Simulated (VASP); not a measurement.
Method: revPBE GGA, VASP's PBE PAW potentials (set 64) (plane waves; VASP 6.6.1).

VASP input:

### KPOINTS
```
k-points along high-symmetry lines
15
Line-mode
Reciprocal
  0.000000   0.000000   0.000000 ! GAMMA
  0.000000   0.500000   0.000000 ! X

  0.000000   0.500000   0.000000 ! X
  0.500000   0.500000   0.000000 ! M

  0.500000   0.500000   0.000000 ! M
  0.000000   0.000000   0.000000 ! GAMMA

  0.000000   0.000000   0.000000 ! GAMMA
  0.500000   0.500000   0.500000 ! R

  0.500000   0.500000   0.500000 ! R
  0.000000   0.500000   0.000000 ! X

  0.500000   0.500000   0.500000 ! R
  0.500000   0.500000   0.000000 ! M
```

### POSCAR
```
CsPbBr3
6.1218280
  1.0000000665   0.0000000000   0.0000000000
  0.0000000000   1.0000000665   0.0000000000
  0.0000000000   0.0000000000   1.0000000665
Cs Pb Br
1 1 3
Cartesian
  0.0000000000   0.0000000000   0.0000000000
  0.5000000332   0.5000000332   0.5000000332
  0.5000000332   0.0000000000   0.5000000332
  0.0000000000   0.5000000332   0.5000000332
  0.5000000332   0.5000000332   0.0000000000
```

### INCAR
```
LMAXMIX  =  4   # l cut-off of mixed one-centre charges
PREC  =  Accurate
ENCUT  =  520
SIGMA  =  0.05   # width (eV)
LREAL  =  .False.   # projection in real space or not
EDIFF  =  1E-7   # SCF stop (eV)
LASPH  =  .True.   # aspherical one-centre terms
ICHARG  =  11   # fixed density
NELM  =  100
LCHARG  =  .False.
ISMEAR  =  0   # Gaussian
ALGO  =  Normal   # blocked Davidson
GGA  =  RE
LWAVE  =  .False.
SYSTEM  =  CsPbBr3
LORBIT  =  11
```

POTCAR, in this order: Cs_sv Pb_d Br (PBE.64 set). Program: vasp_std. Read from the step before: CHGCAR.

What VASP printed:

OSZICAR:
```
       N       E                     dE             d eps       ncg     rms          rms(c)
DAV:   1     0.400166849170E+03    0.40017E+03   -0.18573E+04  4680   0.147E+03
DAV:   2     0.340168131836E+02   -0.36615E+03   -0.35987E+03  5912   0.323E+02
DAV:   3    -0.126769302272E+02   -0.46694E+02   -0.46108E+02  5632   0.129E+02
DAV:   4    -0.144828201800E+02   -0.18059E+01   -0.18013E+01  5692   0.338E+01
DAV:   5    -0.145468444192E+02   -0.64024E-01   -0.63967E-01  5998   0.536E+00
DAV:   6    -0.145495955502E+02   -0.27511E-02   -0.27506E-02  6164   0.118E+00
DAV:   7    -0.145496991803E+02   -0.10363E-03   -0.10363E-03  6226   0.187E-01
DAV:   8    -0.145497031202E+02   -0.39398E-05   -0.39398E-05  6792   0.388E-02
DAV:   9    -0.145497032085E+02   -0.88315E-07   -0.88360E-07  5130   0.329E-03
   1 F= -.14549703E+02 E0= -.14549703E+02  d E =-.121523E-15
```

**OUTCAR**
```
 val. band max:        0.0823144734   @ k =   0.5000   0.5000   0.5000

 cond. band min:       2.1214370691   @ k =   0.5000   0.5000   0.5000



 k-point     1 :       0.0000    0.0000    0.0000
  band No.  band energies     occupation
      1     -20.9852      2.00000
      2     -16.4609      2.00000
      3     -16.4609      2.00000
      4     -16.3952      2.00000
      5     -16.3952      2.00000
      6     -16.3952      2.00000
      7     -13.7258      2.00000
      8     -13.2721      2.00000
      9     -13.2721      2.00000
     10      -7.7646      2.00000
     11      -7.7646      2.00000
     12      -7.7646      2.00000
     13      -6.6154      2.00000
     14      -3.1777      2.00000
     15      -3.1777      2.00000
     16      -3.1777      2.00000
     17      -1.2917      2.00000
     18      -1.2917      2.00000
     19      -1.2917      2.00000
     20      -1.2263      2.00000
     21      -1.2263      2.00000
     22      -1.2263      2.00000
     23       3.8879      0.00000
     24       5.1059      0.00000
     25       5.1059      0.00000
     26       5.7605      0.00000

 k-point     2 :       0.0000    0.0357    0.0000
  band No.  band energies     occupation
      1     -20.9852      2.00000
      2     -16.4609      2.00000
      3     -16.4606      2.00000
      4     -16.3952      2.00000
      5     -16.3952      2.00000
      6     -16.3952      2.00000
      7     -13.7248      2.00000
      8     -13.2737      2.00000
      9     -13.2721      2.00000
     10      -7.7646      2.00000
     11      -7.7646      2.00000
     12      -7.7646      2.00000
     13      -6.6235      2.00000
     14      -3.1767      2.00000
     15      -3.1767      2.00000
     16      -3.1587      2.00000
     17      -1.2928      2.00000
     18      -1.2928      2.00000
     19      -1.2928      2.00000
     20      -1.2276      2.00000
     21      -1.2275      2.00000
     22      -1.2275      2.00000
     23       3.8983      0.00000
...
```

The density is held fixed in this step, so its total energy and stress have no physical meaning. Unless said otherwise, spin-orbit coupling is left out, though it shifts the bands of the heavy elements here.

The compound is CsPbBr3 in the cubic perovskite structure, the ideal cubic form; the compound distorts at low or room temperature. It was relaxed first, which changed the volume by +13 %.
